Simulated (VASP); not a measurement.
Crystal: AgB2.

```xyz
3
Lattice="3.0000 0.0000 0.0000 -1.5000 2.5981 0.0000 0.0000 0.0000 3.2400" Properties=species:S:1:pos:R:3 pbc="T T T"
Ag    0.0000    0.0000    0.0000
B     1.5000    0.8660    1.6200
B     0.0000    1.7321    1.6200
```

* Program: VASP 6.6.1
* Task: relaxation of cell and atoms
* Functional: vdW-DF-cx
* Potentials or basis: VASP PAW PBE potentials, release 64 (Ag, B)
* Cutoff: 600 eV
* k mesh: 10 × 10 × 8
* Occupations: fermi-dirac, width 0.05 eV
* Spin: no spin polarisation

At the start: pressure 50.2 GPa; volume 8.42 Å³/atom.

**Question.** Where does the relaxation end?

**Answer.** Over 9 steps the energy falls by 379.1 meV/atom and the volume is 10.49 Å³/atom (+24.6 %); space group P6/mmm (No. 191, to 0.05 Å).

The path:
| step | energy change (eV) | largest force (eV/Å) | pressure (GPa) | volume (Å³) |
| --- | --- | --- | --- | --- |
| 1 | 0.0000 | 0.0000 | 50.18 | 25.25 |
| 2 | -0.5426 | 0.0000 | -20.02 | 36.10 |
| 3 | -0.8447 | 0.0000 | -3.41 | 31.21 |
| 4 | -1.0461 | 0.0000 | -1.19 | 31.10 |
| 5 | -1.0823 | 0.0000 | 7.11 | 30.61 |
| 6 | -1.1308 | 0.0000 | 2.46 | 30.88 |
| 7 | -1.1316 | 0.0000 | 3.02 | 30.85 |
| 8 | -1.1355 | 0.0000 | -1.67 | 31.82 |
| 9 | -1.1373 | 0.0000 | 0.05 | 31.46 |

Final structure:
```
CELL_PARAMETERS angstrom
3.00944 0.00000 0.00000
-1.50472 2.60625 0.00000
0.00000 0.00000 4.01146
ATOMIC_POSITIONS crystal
Ag 0.00000 0.00000 0.00000
B 0.66667 0.33333 0.50000
B 0.33333 0.66667 0.50000
```

Caveat: the volume moved by over 15 % at a fixed basis, so the end points are rough; the PAW data sets were made with another functional, which shifts forces and pressure a little.
